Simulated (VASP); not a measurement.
An input for Quantum ESPRESSO's pw.x (written as the equivalent of a VASP run, and not itself run):

```
&CONTROL
  calculation = 'vc-relax'
  pseudo_dir = './pseudo'
  outdir = './out'
  tprnfor = .true.
  tstress = .true.
  nstep = 40
  forc_conv_thr = 0.00078
/
&SYSTEM
  ibrav = 0
  nat = 4
  ntyp = 2
  ecutwfc = 84
  occupations = 'smearing'
  smearing = 'gaussian'
  degauss = 0.003675
  input_dft = 'pbe'
/
&ELECTRONS
  conv_thr = 7.3e-08
  electron_maxstep = 100
/
&IONS
/
&CELL
  press = 300
/
ATOMIC_SPECIES
  Mg 24.305 Mg.upf
  Te 127.600 Te.upf
CELL_PARAMETERS angstrom
     2.0792054   -3.6012899    0.0000000
     2.0792054    3.6012899    0.0000000
     0.0000000    0.0000000    6.7639193
ATOMIC_POSITIONS crystal
  Mg   0.6666670  0.3333330  0.4997339
  Mg   0.3333330  0.6666670  0.9997339
  Te   0.6666670  0.3333330  0.8762661
  Te   0.3333330  0.6666670  0.3762661
K_POINTS automatic
  6 6 4 0 0 0
```

Question: Translate this input to VASP (INCAR, KPOINTS, POSCAR, choice of POTCAR).

Answer: Several could match; the one computed here: 
INCAR:
```
# general
SYSTEM   =  MgTe
PREC     =  Accurate
ENCUT    =  500
LREAL    =  .FALSE.
LASPH    =  .TRUE.

# electronic loop
EDIFF    =  1E-6
NELM     =  100
ALGO     =  Normal
LMAXMIX  =  4

# smearing
ISMEAR   =  0
SIGMA    =  0.05

# functional
GGA      =  PE

# ions
IBRION   =  2
NSW      =  40
ISIF     =  3
EDIFFG   =  -0.02
PSTRESS  =  300

# output
LWAVE    =  .FALSE.
LCHARG   =  .FALSE.
```

### POSCAR
```
MgTe
1.0
  2.0792054493  -3.6012899166   0.0000000000
  2.0792054493   3.6012899166   0.0000000000
  0.0000000000   0.0000000000   6.7639193015
Mg Te
2 2
Cartesian
  2.0792054493  -1.2004323731   3.3801600052
  2.0792054493   1.2004323731   6.7621196559
  2.0792054493  -1.2004323731   5.9269929537
  2.0792054493   1.2004323731   2.5450333029
```

**KPOINTS**
```
Regular mesh
0
Gamma
6 6 4
```

POTCAR, in this order: Mg Te (PBE.64 set). Program: vasp_std.

The two are equivalent in intent, not identical: the potentials are each code's own (VASP's PAW set, PseudoDojo norm-conserving files in pw.x), so ENCUT and ecutwfc are chosen apart and not converted; conv_thr bounds pw.x's estimated SCF error, while EDIFF bounds the energy change between steps; forc_conv_thr acts on force components and is met together with etot_conv_thr.

The compound is MgTe in the wurtzite structure. This run relaxes it under an external pressure of 30 GPa. Symmetry was kept, so distortions that lower it aren't found.
